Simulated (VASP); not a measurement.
The system is Ba2Os.

```
Ba Os
1.0
     2.22258   -3.06352    0.00000
     2.22258    3.06352    0.00000
     0.00000    0.00000    6.14723
Ba Os
2 1
Direct
  0.00000 0.50000 0.26457
  0.50000 0.00000 0.73543
  0.00000 0.00000 0.00000
```

The cell was built by a generator and needn't be a form met in nature.

| Item | Value |
| --- | --- |
| Program | VASP 6.6.1 |
| Task | relaxation of cell and atoms |
| Functional | RPBE |
| Potentials or basis | VASP PAW PBE potentials, release 64 (Ba_sv, Os) |
| Cutoff | 600 eV |
| k mesh | 7 × 7 × 5 |
| Occupations | methfessel-paxton, width 0.1 eV |
| Spin | no spin polarisation |

At the start: pressure 29.3 GPa; volume 27.90 Å³/atom.

Question: Where does the relaxation end?

Answer: Over 32 steps the energy falls by 1192.7 meV/atom and the volume is 43.99 Å³/atom (+57.7 %); space group C222 (No. 21, to 0.05 Å).

The path:
```tsv
step	energy change (eV)	largest force (eV/Å)	pressure (GPa)	volume (Å³)
1	0.0000	4.0149	29.26	83.71
2	-1.8686	1.8115	-3.35	161.29
3	-2.6719	1.0237	0.59	119.59
4	-2.8076	0.9180	0.35	122.64
5	-3.1058	0.6270	-0.34	131.65
6	-3.0924	0.0062	-1.41	148.99
7	-3.2085	0.4304	-0.86	138.62
8	-3.2132	0.3882	-0.95	139.86
9	-3.2509	0.2098	1.10	131.81
10	-3.2580	0.0272	0.44	134.00
11	-3.3063	0.0884	0.42	135.00
12	-3.4665	0.2102	0.36	136.63
13	-3.4630	0.0201	0.96	133.69
14	-3.5552	0.2140	0.47	136.39
15	-3.5617	0.1536	0.51	135.78
16	-3.4275	0.5410	-2.13	149.35
17	-3.5668	0.0062	-0.05	137.95
18	-3.5669	0.0175	0.00	137.77
19	-3.5706	0.1040	0.01	137.50
20	-3.5709	0.0837	0.01	137.57
21	-3.5726	0.0286	-0.16	137.65
22	-3.5729	0.0023	-0.26	137.69
23	-3.5735	0.0043	-0.24	137.38
24	-3.5750	0.0114	-0.18	136.47
25	-3.5767	0.0261	-0.04	134.64
26	-3.5769	0.0320	0.01	134.00
27	-3.5773	0.0191	-0.02	133.63
28	-3.5778	0.0203	-0.07	132.54
29	-3.5778	0.0160	-0.07	132.64
30	-3.5779	0.0016	0.00	132.10
31	-3.5779	0.0009	0.01	132.01
32	-3.5780	0.0039	0.00	131.98
```

Final structure:
```xyz
3
Lattice="1.8471 -4.2243 0.0000 1.8471 4.2243 0.0000 0.0000 0.0000 8.4573" Properties=species:S:1:pos:R:3 pbc="T T T"
Ba    0.9235    2.1121    1.8368
Ba    0.9235   -2.1121    6.6206
Os    1.8471    4.2243    0.0000
```

Caveat: the volume moved by over 15 % at a fixed basis, so the end points are rough; the PAW data sets were made with another functional, which shifts forces and pressure a little.
